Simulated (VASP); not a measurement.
An input for Quantum ESPRESSO's pw.x (written as the equivalent of a VASP run, and not itself run):

```
&CONTROL
  calculation = 'vc-relax'
  pseudo_dir = './pseudo'
  outdir = './out'
  tprnfor = .true.
  tstress = .true.
  nstep = 60
  forc_conv_thr = 0.00078
/
&SYSTEM
  ibrav = 0
  nat = 4
  ntyp = 2
  ecutwfc = 84
  occupations = 'smearing'
  smearing = 'methfessel-paxton'
  degauss = 0.00735
  input_dft = 'pbesol'
/
&ELECTRONS
  conv_thr = 7.3e-08
  electron_maxstep = 100
/
&IONS
/
&CELL
/
ATOMIC_SPECIES
  Ti 47.867 Ti.upf
  Pt 195.084 Pt.upf
CELL_PARAMETERS angstrom
     3.8984523   -0.0000000   -0.0000000
     0.0000000    3.8984523   -0.0000000
     0.0000000    0.0000000    3.8984523
ATOMIC_POSITIONS crystal
  Ti   0.0000000  0.0000000  0.0000000
  Pt   0.0000000  0.5000000  0.5000000
  Pt   0.5000000  0.0000000  0.5000000
  Pt   0.5000000  0.5000000  0.0000000
K_POINTS automatic
  7 7 7 0 0 0
```

Task: Translate this input to VASP (INCAR, KPOINTS, POSCAR, choice of POTCAR).

Result: One answer among several that fit: 
### KPOINTS
```
Regular mesh
0
G
  7 7 7
```

**INCAR**
```
! general
SYSTEM  = Pt3Ti
PREC    = Accurate
ENCUT   = 480
LREAL   = .FALSE.
LASPH   = .TRUE.

! electronic loop
EDIFF   = 1E-6
NELM    = 100
ALGO    = Normal
LMAXMIX = 6

! smearing
ISMEAR  = 1
SIGMA   = 0.1

! functional
GGA     = PS

! ions
IBRION  = 2
NSW     = 60
ISIF    = 3
EDIFFG  = -0.02

! output
LWAVE   = .FALSE.
LCHARG  = .FALSE.
```

### POSCAR
```
Pt3Ti
1.0
  3.8984522796   0.0000000000   0.0000000000
  0.0000000000   3.8984522796   0.0000000000
  0.0000000000   0.0000000000   3.8984522796
Ti Pt
1 3
direct
  0.0000000000   0.0000000000   0.0000000000
  0.0000000000   0.5000000000   0.5000000000
  0.5000000000   0.0000000000   0.5000000000
  0.5000000000   0.5000000000   0.0000000000
```

POTCAR, in this order: Ti_sv Pt (PBE.64 set). Program: vasp_std.

The two are equivalent in intent, not identical: the potentials are each code's own (VASP's PAW set, PseudoDojo norm-conserving files in pw.x), so ENCUT and ecutwfc are chosen apart and not converted; conv_thr bounds pw.x's estimated SCF error, while EDIFF bounds the energy change between steps; forc_conv_thr acts on force components and is met together with etot_conv_thr.

The compound is Pt3Ti in the L1_2 structure. It was relaxed first. The start is the result of an earlier pass.
